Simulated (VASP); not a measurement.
Level of theory: PBE GGA, VASP's PBE PAW potentials (set 64) (plane waves; VASP).

VASP input:

**KPOINTS**
```
Automatic mesh
0
Gamma
14 14 14
0 0 0
```

INCAR:
```
PREC=Accurate
ENCUT=480   ! plane-wave cut-off (eV)
LCHARG=.False.
PSTRESS=150   ! kbar
EDIFF=1E-7
GGA=PE
EDIFFG=-0.01
ISMEAR=1   ! Methfessel-Paxton
ISIF=3
LMAXMIX=4   ! l cut-off of mixed one-centre charges
NELM=100   ! most electronic steps
IBRION=2
LREAL=.False.   ! projection in real space or not
LASPH=.True.
NSW=40   ! most ionic steps
SYSTEM=Pd
SIGMA=0.1
LWAVE=.False.
ALGO=Normal   ! blocked Davidson
```

**POSCAR**
```
Pd
1.0
  0.0000000000   1.9233679928   1.9233679928
  1.9233679928   0.0000000000   1.9233679928
  1.9233679928   1.9233679928   0.0000000000
Pd
1
Cartesian
  0.0000000000   0.0000000000   0.0000000000
```

POTCAR, in this order: Pd (PBE.64 set). Program: vasp_std.

What VASP printed:

File OSZICAR:
```
       N       E                     dE             d eps       ncg     rms          rms(c)
DAV:   1     0.371541361726E+02    0.37154E+02   -0.50262E+03  1888   0.970E+02
DAV:   2    -0.509906584957E+01   -0.42253E+02   -0.41228E+02  2046   0.190E+02
DAV:   3    -0.545512822146E+01   -0.35606E+00   -0.35494E+00  2151   0.200E+01
DAV:   4    -0.545706078047E+01   -0.19326E-02   -0.19322E-02  2184   0.135E+00
DAV:   5    -0.545708216228E+01   -0.21382E-04   -0.21381E-04  2153   0.124E-01    0.861E+00
DAV:   6    -0.517723009952E+01    0.27985E+00   -0.11618E+00  1915   0.104E+01    0.428E+00
DAV:   7    -0.516355397763E+01    0.13676E-01   -0.11476E-02  2163   0.977E-01    0.219E+00
DAV:   8    -0.515917194196E+01    0.43820E-02   -0.15045E-03  2055   0.386E-01    0.833E-02
DAV:   9    -0.515915838917E+01    0.13553E-04   -0.67885E-05  2381   0.828E-02    0.185E-02
DAV:  10    -0.515916321917E+01   -0.48300E-05   -0.40738E-06  2106   0.215E-02    0.645E-03
DAV:  11    -0.515916279019E+01    0.42898E-06   -0.58163E-08  1995   0.284E-03    0.102E-03
DAV:  12    -0.515916272766E+01    0.62532E-07   -0.59907E-09  1027   0.936E-04
   1 F= -.38268756E+01 E0= -.38263364E+01  d E =-.382688E+01
```

### OUTCAR
```
------------------------ aborting loop because EDIFF is reached ----------------------------------------
  FORCE on cell =-STRESS in cart. coord.  units (eV):
  Direction    XX          YY          ZZ          XY          YZ          ZX
  --------------------------------------------------------------------------------------
  Total        1.3383982      1.3383982      1.3383982      0.0000000      0.0000000     -0.0000000
  in kB      150.6880399    150.6880399    150.6880399      0.0000000      0.0000000     -0.0000000
  external PRESSURE =       0.6880399 kB  Pullay stress =     150.0000000 kB
  volume of cell :       14.23
      direct lattice vectors                 reciprocal lattice vectors
     0.000000000  1.923367993  1.923367993    -0.259960653  0.259960653  0.259960653
     1.923367993  0.000000000  1.923367993     0.259960653 -0.259960653  0.259960653
     1.923367993  1.923367993  0.000000000     0.259960653  0.259960653 -0.259960653
 POSITION                                       TOTAL-FORCE (eV/Angst)
 -----------------------------------------------------------------------------------
      0.00000      0.00000      0.00000         0.000000      0.000000      0.000000
 -----------------------------------------------------------------------------------
    total drift:                                0.000000     -0.000000      0.000000
  FREE ENERGIE OF THE ION-ELECTRON SYSTEM (eV)
  ---------------------------------------------------
  free  energy   TOTEN  =        -5.1591627277 eV

  energy  without entropy=       -5.1575449576  energy(sigma->0) =       -5.15862347
  enthalpy is  TOTEN    =        -3.8268756177 eV   P V=        1.3322871099

 reached required accuracy - stopping structural energy minimisation
```
(Selected blocks of OUTCAR.)

### OUTCAR
```
 val. band max:       10.3980253021   @ k =   0.4286   0.2143   0.0000

 cond. band min:      10.4056918362   @ k =   0.3571   0.2143   0.0714


 Fermi energy:        10.3989509732

 k-point     1 :       0.0000    0.0000    0.0000
  band No.  band energies     occupation
      1       2.9805      2.00000
      2       7.3962      2.00000
      3       7.3962      2.00000
      4       7.3962      2.00000
      5       9.1057      2.00000
      6       9.1057      2.00000
      7      27.6041      0.00000
      8      32.5902      0.00000
      9      32.5902      0.00000

 k-point     2 :       0.0714    0.0000    0.0000
  band No.  band energies     occupation
      1       3.1713      2.00000
      2       7.3269      2.00000
      3       7.4632      2.00000
      4       7.4632      2.00000
      5       9.0732      2.00000
      6       9.0732      2.00000
      7      27.8174      0.00000
      8      31.4218      0.00000
      9      32.8219      0.00000

 k-point     3 :       0.1429    0.0000    0.0000
  band No.  band energies     occupation
      1       3.7043      2.00000
      2       7.1806      2.00000
      3       7.6185      2.00000
      4       7.6185      2.00000
      5       9.0277      2.00000
      6       9.0277      2.00000
      7      28.1492      0.00000
      8      29.3904      0.00000
      9      33.4595      0.00000

 k-point     4 :       0.2143    0.0000    0.0000
  band No.  band energies     occupation
      1       4.4068      2.00000
      2       7.1775      2.00000
      3       7.7178      2.00000
      4       7.7178      2.00000
      5       9.1213      2.00000
      6       9.1213      2.00000
      7      26.4956      0.00000
      8      28.8813      0.00000
      9      34.2740      0.00000

 k-point     5 :       0.2857    0.0000    0.0000
  band No.  band energies     occupation
      1       4.8741      2.00000
      2       7.6537      2.00000
      3       7.6537      2.00000
...
```

The compound is Pd in the fcc structure. It was relaxed first under an external pressure of 15 GPa.
